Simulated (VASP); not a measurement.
Data:

```
Li2O
1.0
    0.00000     2.24926     2.24926
    2.24926     0.00000     2.24926
    2.24926     2.24926     0.00000
Li O
2 1
Direct
  0.25000   0.25000   0.25000
  0.75000   0.75000   0.75000
  0.00000   0.00000   0.00000
```

All values below come from PBEsol GGA, VASP's PBE PAW potentials (set 64) (plane waves; VASP). Numerical set-up: 620 eV cut-off, 8×8×8 Γ-centred mesh, Gaussian smearing of 0.050 eV, potentials Li_sv O.

Energy and stress use the plane-wave basis of the starting cell.

The ions, cell shape and volume at an external pressure of 10.0 GPa are relaxed. What does this cell relax into?

```
Li2O
1.0
    0.00000     2.21593     2.21593
    2.21593     0.00000     2.21593
    2.21593     2.21593     0.00000
Li O
2 1
Cartesian
  1.10797   1.10797   1.10797
  3.32390   3.32390   3.32390
  0.00000   0.00000   0.00000
```
Space group Fm-3m (225), at a tolerance of 0.03 Å.

How do energy and volume change from the first to the last step?

The energy (σ→0) changes by +15.4 meV/atom and the volume by -4.4 %, in 3 ionic steps.

| step | E(σ→0) (eV) | max force (eV/Å) | pressure (GPa) | volume (Å³) |
|---|---|---|---|---|
| 1 | -14.7269 | 0.000 | 4.97 | 22.76 |
| 2 | -14.6937 | 0.000 | 8.81 | 21.98 |
| 3 | -14.6807 | 0.000 | 10.00 | 21.76 |

The compound is Li2O in the antifluorite structure. This run relaxes it under an external pressure of 10 GPa. Symmetry was kept, so distortions that lower it aren't found.
